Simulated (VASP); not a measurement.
BeZn2Se3, 6 atoms in the cell. Symmetry: P6/mmm, No. 191, hexagonal system. Conventional cell: a = 5.012 Å, b = 5.012 Å, c = 6.639 Å, α = 90.00°, β = 90.00°, γ = 120.00°. Be (site symmetry 6/mmm) is surrounded by 8 Se at 2.89 to 3.32 Å. Around Zn (site symmetry -6m2) lie 3 Zn at 2.89 Å and 5 Se at 2.89 to 3.32 Å. Se (site symmetry 6/mmm) is surrounded by 6 Zn at 2.89 Å and 2 Be at 3.32 Å. Se (site symmetry -6m2) is surrounded by 3 Se at 2.89 Å and 3 Be at 2.89 Å and 2 Zn at 3.32 Å. The cell was built by a generator and needn't be a form met in nature.

- Program: VASP 6.6.1
- Task: relaxation of cell and atoms
- Functional: PBE
- Potentials or basis: VASP PAW PBE potentials, release 64 (Be, Zn, Se)
- Cutoff: 520 eV
- k mesh: 3 × 3 × 2
- Occupations: gaussian, width 0.15 eV
- Spin: no spin polarisation
- Further INCAR settings: PREC = Normal; ALGO = Fast; EDIFF = 0.0001; IBRION = 2; EDIFFG = -0.08; NSW = 24; ISIF = 3

Potentials or basis: VASP PAW PBE potentials, release 64 (Be, Zn, Se).

Command:

```bash
$ cat potpaw_PBE.64/Be/POTCAR potpaw_PBE.64/Zn/POTCAR potpaw_PBE.64/Se/POTCAR > POTCAR
$ mpirun -np 1 vasp_std > vasp.out
```

Hardware: 1 thread of Intel(R) Xeon(R) Platinum 8488C (Sapphire Rapids), on a shared host.

**Question.** How long does it take, and how much memory?

**Answer.** Wall time 3 min on 1 thread of Intel(R) Xeon(R) Platinum 8488C (Sapphire Rapids), on a shared host, peak memory 0.19 GiB. Counts: scf iterations 138, k points 6, ion steps 20.
